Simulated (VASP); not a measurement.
Level of theory: PBEsol GGA, VASP's PBE PAW potentials (set 64) (plane waves; VASP).

A VASP calculation is set up with these files.

KPOINTS:
```
k-points along high-symmetry lines
8
Line-mode
Reciprocal
  0.000000   0.000000   0.000000 ! GAMMA
 -0.500000  -0.500000   0.000000 ! Y

 -0.500000  -0.500000   0.000000 ! Y
 -0.625000  -0.375000   0.000000 ! C_0

 -0.375000   0.375000   0.000000 ! SIGMA_0
  0.000000   0.000000   0.000000 ! GAMMA

  0.000000   0.000000   0.000000 ! GAMMA
  0.500000   0.500000   0.500000 ! Z

  0.500000   0.500000   0.500000 ! Z
  0.125000   0.875000   0.500000 ! A_0

 -0.125000   0.125000   0.500000 ! E_0
  0.000000   0.000000   0.500000 ! T

  0.000000   0.000000   0.500000 ! T
 -0.500000  -0.500000   0.000000 ! Y

  0.000000   0.000000   0.000000 ! GAMMA
 -0.500000   0.000000   0.000000 ! S

 -0.500000   0.000000   0.000000 ! S
  0.000000   0.500000   0.500000 ! R

  0.000000   0.500000   0.500000 ! R
  0.500000   0.500000   0.500000 ! Z

  0.500000   0.500000   0.500000 ! Z
  0.000000   0.000000   0.500000 ! T
```

**INCAR**
```
SYSTEM = BeZn3Te4
PREC = Accurate
ENCUT = 400
EDIFF = 1E-7
NELM = 100
ALGO = Normal
LREAL = .FALSE.
LASPH = .TRUE.
ISMEAR = 0
SIGMA = 0.05
GGA = PS
LMAXMIX = 4
LWAVE = .FALSE.
LCHARG = .FALSE.
LORBIT = 11
ICHARG = 11
```

File POSCAR:
```
BeZn3Te4
1
   -0.0001964960     5.9565007973     5.9582697655
    5.9565007973    -0.0001964960     5.9582697655
    2.9781521506     2.9781521506     0.0000000000
Zn Te Be
3 4 1
Direct
  0.9988064184   0.9988064184   0.0023871632
  0.9981585726   0.5022370609   0.9996043663
  0.5022370609   0.9981585726   0.9996043663
  0.1249524160   0.1249524160   0.2500951680
  0.1416639795   0.6193208820   0.2390151384
  0.6193208820   0.1416639795   0.2390151384
  0.6147384424   0.6147384424   0.2705231152
  0.5001222281   0.5001222281   0.9997555439
```

POTCAR, in this order: Zn Te Be (PBE.64 set). Program: vasp_std. Read from the step before: CHGCAR.

What VASP printed:

File OSZICAR:
```
       N       E                     dE             d eps       ncg     rms          rms(c)
DAV:   1     0.355094038286E+03    0.35509E+03   -0.23318E+04  6512   0.140E+03
DAV:   2     0.104546349311E+02   -0.34464E+03   -0.33362E+03  6972   0.325E+02
DAV:   3    -0.235068789436E+02   -0.33962E+02   -0.33094E+02  7633   0.105E+02
DAV:   4    -0.245235191354E+02   -0.10166E+01   -0.10134E+01  7564   0.168E+01
DAV:   5    -0.245511518689E+02   -0.27633E-01   -0.27629E-01  8396   0.254E+00
DAV:   6    -0.245514746466E+02   -0.32278E-03   -0.32277E-03  7691   0.294E-01
DAV:   7    -0.245514858611E+02   -0.11215E-04   -0.11214E-04  8518   0.501E-02
DAV:   8    -0.245514863018E+02   -0.44067E-06   -0.44067E-06  7613   0.928E-03
DAV:   9    -0.245514863252E+02   -0.23461E-07   -0.23496E-07  6431   0.202E-03
   1 F= -.24551486E+02 E0= -.24551486E+02  d E =-.227461E-12
```

**OUTCAR**
```
 val. band max:        3.7194905574   @ k =   0.0000   0.0000   0.0000

 cond. band min:       5.3540641910   @ k =   0.0000   0.0000   0.5000



 k-point     1 :       0.0000    0.0000    0.0000
  band No.  band energies     occupation
      1      -8.3847      2.00000
      2      -7.3742      2.00000
      3      -7.3681      2.00000
      4      -7.0026      2.00000
      5      -3.3013      2.00000
      6      -3.2970      2.00000
      7      -3.2916      2.00000
      8      -3.2475      2.00000
      9      -3.2259      2.00000
     10      -3.2048      2.00000
     11      -3.1982      2.00000
     12      -3.0904      2.00000
     13      -3.0755      2.00000
     14      -3.0709      2.00000
     15      -3.0672      2.00000
     16      -3.0423      2.00000
     17      -3.0350      2.00000
     18      -3.0158      2.00000
     19      -2.8716      2.00000
     20      -1.8074      2.00000
     21      -1.6785      2.00000
     22      -1.4291      2.00000
     23       1.2152      2.00000
     24       1.2724      2.00000
     25       2.5051      2.00000
     26       2.5908      2.00000
     27       2.6843      2.00000
     28       2.8561      2.00000
     29       3.6599      2.00000
     30       3.6689      2.00000
     31       3.7195      2.00000
     32       5.3865      0.00000
     33       5.4785      0.00000
     34       5.6014      0.00000
     35       5.8101      0.00000
     36       6.1538      0.00000
     37       7.6454      0.00000

 k-point     2 :      -0.0714   -0.0714    0.0000
  band No.  band energies     occupation
      1      -8.3715      2.00000
      2      -7.3763      2.00000
      3      -7.3700      2.00000
      4      -7.0251      2.00000
      5      -3.3000      2.00000
      6      -3.2973      2.00000
      7      -3.2906      2.00000
      8      -3.2470      2.00000
      9      -3.2274      2.00000
     10      -3.2061      2.00000
     11      -3.1993      2.00000
     12      -3.0927      2.00000
...
```

The density is held fixed in this step, so its total energy and stress have no physical meaning. Unless said otherwise, spin-orbit coupling is left out, though it shifts the bands of the heavy elements here.

The structure was generated: BeZn3Te4 was put into an ordered model structure (Amm2), which need not be its known phase. It was relaxed first.
